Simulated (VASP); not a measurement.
Runs of VASP 6.6.1 on C. It takes space group Fd-3m (No. 227, cubic). The conventional cell has a = 3.572 Å, b = 3.572 Å, c = 3.572 Å, α = 90.00°, β = 90.00°, γ = 90.00°. Around C (site symmetry -43m) lie 4 C at 1.55 Å. This isn't the form of C at room conditions, which is graphite.

```tsv
task	level	potentials or basis	cell	k mesh	cutoff (eV)	grid for exact exchange (PRECFOCK)	exchange at q = 0	screening parameter	gap on the mesh (eV)	pressure (GPa)
dielectric tensor	PBE	VASP PAW PBE potentials, release 64 (C)	Fd-3m, 5.7 Å³/atom	16 × 16 × 16	450	-	-	-	4.13	-
relaxation of cell and atoms	PBE	VASP PAW PBE potentials, release 64 (C)	relaxed	14 × 14 × 14	600	-	-	-	4.12	0.0
band structure	PBE	VASP PAW PBE potentials, release 64 (C)	Fd-3m, 5.7 Å³/atom	16 × 16 × 16	450	-	-	-	4.13	-
band structure	PBE0	VASP PAW PBE potentials, release 64 (C)	Fd-3m, 5.7 Å³/atom	12 × 12 × 12	450	Fast	truncated	-	6.05	-
band structure	HSE06	VASP PAW PBE potentials, release 64 (C)	Fd-3m, 5.7 Å³/atom	12 × 12 × 12	450	Fast	-	0.2 1/A	5.33	-
band structure	LDA	VASP PAW LDA potentials, release 64 (C)	Fd-3m, 5.7 Å³/atom	16 × 16 × 16	450	-	-	-	(a)	-
band structure	PBE	VASP PAW PBE potentials, release 64 (C)	Fd-3m, 5.7 Å³/atom	16 × 16 × 16	600	-	-	-	4.12	0.0
band structure	r2SCAN	VASP PAW PBE potentials, release 64 (C)	Fd-3m, 5.7 Å³/atom	16 × 16 × 16	450	-	-	-	4.32	-
```

Alike in all rows: no spin polarisation; smearing gaussian 0.02 eV.

Problem. Estimate the missing entries.

Solution. (a) 4.09.

Caveats: the cutoff is under 1.25 times the usual one of these potentials, so pressure, stress and relaxed cells hold a basis-set (Pulay) error (some runs); the PAW data sets were made with another functional, which shifts forces and pressure a little (some runs).

A k mesh can miss the band edges.
